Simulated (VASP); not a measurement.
# Mg3ZnC (Pm-3m) in VASP: a series of runs, part 3 of 3

VASP 6.6.1. The steps go on from the part before.

## Step 4: Optical spectrum, PW91 (volume scaled by 0.8)

Input file INCAR:

```
SYSTEM = Mg3ZnC
PREC = Accurate ; ENCUT = 520
EDIFF = 1E-6 ; ISMEAR = 0
SIGMA = 0.05 ; LREAL = .False.
LASPH = .True. ; NELM = 60
ALGO = Normal ; ISIF = 2
LWAVE = .False. ; LCHARG = .False.
GGA = 91 ; LOPTICS = .True.
NBANDS = 35 ; NEDOS = 2000
CSHIFT = 0.05
```

Input file KPOINTS:

```
regular mesh
0
Gamma
  6 6 6
  0 0 0
```

Input file POSCAR:

```
Mg3ZnC
4.091
    1.000007906135      0.000000000000      0.000000000000
    0.000000000000      1.000007906135      0.000000000000
    0.000000000000      0.000000000000      1.000007906135
Zn Mg C
1 3 1
Direct
    0.0000000000      0.0000000000      0.0000000000
    0.5000000000      0.0000000000      0.5000000000
    0.5000000000      0.5000000000      0.0000000000
    0.0000000000      0.5000000000      0.5000000000
    0.5000000000      0.5000000000      0.5000000000
```

Potentials or basis: VASP PAW PBE potentials, release 64 (Zn, Mg, C).

Launch:

```bash
$ cat potpaw_PBE.64/Zn/POTCAR potpaw_PBE.64/Mg/POTCAR potpaw_PBE.64/C/POTCAR > POTCAR
$ mpirun -np 1 vasp_std > vasp.out
```

OUTCAR:

```text
SYSTEM = Mg3ZnC
   PREC = Accurate
   ENCUT = 520
   EDIFF = 1E-6
   ISMEAR = 0
   LREAL = .False.
   LASPH = .True.
   NELM = 60
   ISIF = 2
   GGA = 91

 ion  position               nearest neighbor table
   1  0.000  0.000  0.000-   2 2.89   3 2.89   4 2.89   2 2.89   4 2.89   3 2.89   4 2.89   4 2.89
                             2 2.89   3 2.89   2 2.89   3 2.89
   2  0.500  0.000  0.500-   5 2.05   5 2.05   4 2.89   1 2.89   1 2.89   3 2.89   3 2.89   4 2.89
                             3 2.89   3 2.89   1 2.89   4 2.89   1 2.89   4 2.89
   3  0.500  0.500  0.000-   5 2.05   5 2.05   4 2.89   1 2.89   2 2.89   4 2.89   2 2.89   1 2.89
                             2 2.89   2 2.89   1 2.89   4 2.89   4 2.89   1 2.89
   4  0.000  0.500  0.500-   5 2.05   5 2.05   3 2.89   1 2.89   1 2.89   3 2.89   1 2.89   2 2.89
                             1 2.89   2 2.89   3 2.89   2 2.89   3 2.89   2 2.89
   5  0.500  0.500  0.500-   2 2.05   3 2.05   4 2.05   3 2.05   2 2.05   4 2.05

  LATTYP: Found a simple cubic cell.
 ALAT       =     4.0910323440

  Lattice vectors:

 A1 = (   4.0910323440,   0.0000000000,   0.0000000000)
 A2 = (   0.0000000000,   4.0910323440,   0.0000000000)
 A3 = (   0.0000000000,   0.0000000000,   4.0910323440)

Analysis of symmetry for initial positions (statically):
=====================================================================
 Subroutine PRICEL returns:
 Original cell was already a primitive cell.

 Routine SETGRP: Setting up the symmetry group for a
[... 725 lines left out ...]
    total drift:                               -0.000000     -0.000000     -0.000000

  FREE ENERGIE OF THE ION-ELECTRON SYSTEM (eV)
  ---------------------------------------------------
  free  energy   TOTEN  =       -13.1625035722 eV

  energy  without entropy=      -13.1612178789  energy(sigma->0) =      -13.16186073

 electrical conductivity sigma (Mega S m-1) (frequency dependency in vasprun.xml)
  --------------------------------------------------------------------------------------
       0.011       0.000       0.000
       0.000       0.011       0.000
       0.000       0.000       0.011

  frequency dependent IMAGINARY DIELECTRIC FUNCTION (independent particle, no local field effects) density-density
     E(ev)      X         Y         Z        XY        YZ        ZX
  --------------------------------------------------------------------------------------------------------------
     0.00000     0.00000     0.00000     0.00000     0.00000     0.00000     0.00000
     0.42601   172.57171   172.57171   172.57171    -0.00000    -0.00000    -0.00000
     0.85203    10.49409    10.49409    10.49409     0.00000    -0.00000    -0.00000
     1.27804     3.99335     3.99335     3.99335    -0.00000    -0.00000    -0.00000
     1.70406    31.59668    31.59668    31.59668    -0.00000    -0.00000    -0.00000
     2.13007    12.03593    12.03593    12.03593     0.00000     0.00000    -0.00000
[... 92 lines left out ...]
    41.74942     0.00035     0.00035     0.00035     0.00000    -0.00000     0.00000
    42.17543     0.00033     0.00033     0.00033     0.00000    -0.00000     0.00000

  frequency dependent      REAL DIELECTRIC FUNCTION (independent particle, no local field effects) density-density
     E(ev)        X           Y           Z          XY          YZ          ZX
  --------------------------------------------------------------------------------------------------------------
     0.00000    99.12917    99.12917    99.12917    -0.00000    -0.00000    -0.00000
     0.42601   128.71713   128.71713   128.71713    -0.00000    -0.00000    -0.00000
     0.85203   -14.50412   -14.50412   -14.50412    -0.00000     0.00000     0.00000
     1.27804     4.30183     4.30183     4.30183    -0.00000     0.00000     0.00000
     1.70406    27.66007    27.66007    27.66007    -0.00000    -0.00000    -0.00000
     2.13007   -15.53398   -15.53398   -15.53398     0.00000     0.00000     0.00000
[... 92 lines left out ...]
    41.74942     0.87182     0.87182     0.87182     0.00000     0.00000     0.00000
    42.17543     0.87472     0.87472     0.87472     0.00000     0.00000     0.00000

  frequency dependent IMAGINARY DIELECTRIC FUNCTION (independent particle, no local field effects) current-current
     E(ev)      X         Y         Z        XY        YZ        ZX
  --------------------------------------------------------------------------------------------------------------
     0.00000   470.28817   470.28817   470.28817    -0.00000    -0.00000     0.00000
     0.42601   209.11502   209.11502   209.11502    -0.00000    -0.00000     0.00000
     0.85203     8.58514     8.58514     8.58514    -0.00000    -0.00000     0.00000
     1.27804     4.25739     4.25739     4.25739     0.00000     0.00000     0.00000
     1.70406    33.49949    33.49949    33.49949    -0.00000    -0.00000     0.00000
     2.13007    11.17235    11.17235    11.17235    -0.00000    -0.00000     0.00000
[... 92 lines left out ...]
    41.74942     0.00004     0.00004     0.00004     0.00000    -0.00000     0.00000
    42.17543     0.00004     0.00004     0.00004     0.00000    -0.00000     0.00000

  frequency dependent      REAL DIELECTRIC FUNCTION (independent particle, no local field effects) current-current
     E(ev)        X           Y           Z          XY          YZ          ZX
  --------------------------------------------------------------------------------------------------------------
     0.00000    96.50333    96.50333    96.50333    -0.00000    -0.00000     0.00000
     0.42601    82.84095    82.84095    82.84095    -0.00000    -0.00000     0.00000
     0.85203   -15.02796   -15.02796   -15.02796     0.00000     0.00000    -0.00000
     1.27804     4.21188     4.21188     4.21188     0.00000     0.00000    -0.00000
     1.70406    25.62015    25.62015    25.62015    -0.00000    -0.00000     0.00000
     2.13007   -16.02012   -16.02012   -16.02012     0.00000     0.00000    -0.00000
[... 92 lines left out ...]
    41.74942     0.87189     0.87189     0.87189     0.00000     0.00000    -0.00000
    42.17543     0.87479     0.87479     0.87479     0.00000     0.00000    -0.00000
```

stdout:

```text
POSCAR found type information on POSCAR ZnMgC
 POSCAR found :  3 types and       5 ions
 scaLAPACK will be used
 -----------------------------------------------------------------------------
|                                                                             |
|                                                                             |
|     You enforced a specific xc type in the INCAR file but a different       |
|     I HOPE YOU KNOW WHAT YOU ARE DOING!                                     |
|                                                                             |
 -----------------------------------------------------------------------------

 LDA part: xc-table for (Slater(with rela. corr.)+CA(PZ))
 , standard interpolation
 POSCAR, INCAR and KPOINTS ok, starting setup
 FFT: planning ... GRIDC
 FFT: planning ... GRID_SOFT
 FFT: planning ... GRID
 WAVECAR not read
 entering main loop
 optical routines
 imaginary and real dielectric function
 recalculating local potential from charge density
 direction            1
 direction            2
 direction            3
```

It took 39 s on 1 thread of AMD EPYC 7R13 (Zen 3), shared host; peak memory 0.2 GiB.

Results:

- Free energy: -13.1625 eV
- Pressure: 21.3 GPa
- Band gap on the k mesh: none (metal or under the smearing width)

Levels at points of the mesh, in eV from the Fermi level:
| k point | band 9 | band 10 | band 11 | band 12 | band 13 | band 14 |
| --- | --- | --- | --- | --- | --- | --- |
| (0.00, 0.00, 0.00) | -3.04 | -3.04 | 2.10 | 2.10 | 3.15 | 3.15 |
| (0.50, 0.00, 0.00) | -2.42 | -2.16 | -0.94 | 1.36 | 1.36 | 3.32 |
| (0.50, 0.50, 0.00) | -4.91 | -2.24 | 0.95 | 0.95 | 2.98 | 3.24 |
| (0.50, 0.50, 0.50) | -3.72 | -3.33 | -2.19 | -2.19 | -2.19 | 6.01 |

Dielectric function (mean over the directions given):
```csv
energy (eV),real part,imaginary part
0.26,135.63,27.33
1.36,10.49,5.62
2.39,-3.08,7.62
3.41,-2.20,12.54
4.43,-0.12,6.02
5.45,-2.88,7.72
6.48,0.69,2.85
7.50,-0.66,1.64
8.52,-1.75,1.97
9.54,-1.09,1.29
10.65,-0.60,0.57
11.67,-0.06,0.48
12.70,0.21,0.74
13.72,0.23,0.60
14.74,0.37,0.39
15.76,0.40,0.37
16.79,0.32,0.42
17.81,0.50,0.40
18.83,0.32,0.34
19.94,0.49,0.27
```

Caveat: spectra need much finer meshes, so this one isn't converged; independent-particle spectra lack excitons; the intraband (Drude) part of a metal's response may be missing; the PAW data sets were made with another functional, which shifts forces and pressure a little.

## Step 5: Summary

| task | level | cell | cutoff (eV) | smearing | other keys | gap on the mesh (eV) | pressure (GPa) |
| --- | --- | --- | --- | --- | --- | --- | --- |
| equation of state | revPBE+D3(BJ) | cell strained at random at fixed volume | 450 | fermi-dirac 0.02 eV | ENCUT = 450; ADDGRID = yes | - | - |
| core levels | PBE+D3(BJ) | as given | 520 | fermi-dirac 0.05 eV | - | none | -3.0 |
| optical spectrum | PW91 | volume scaled by 0.8 | 520 | gaussian 0.05 eV | - | none | 21.3 |

Alike in all rows: potentials or basis VASP PAW PBE potentials, release 64 (Zn, Mg, C); no spin polarisation; k mesh 6 × 6 × 6.

Caveats: the PAW data sets were made with another functional, which shifts forces and pressure a little (some runs); the cutoff is under 1.25 times the usual one of these potentials, so pressure, stress and relaxed cells hold a basis-set (Pulay) error (some runs); pairwise dispersion overbinds metals, which lowers pressure and volume (some runs); spectra need much finer meshes, so this one isn't converged (some runs); independent-particle spectra lack excitons (some runs).

Absolute energies hang on the potentials; compare differences alone.
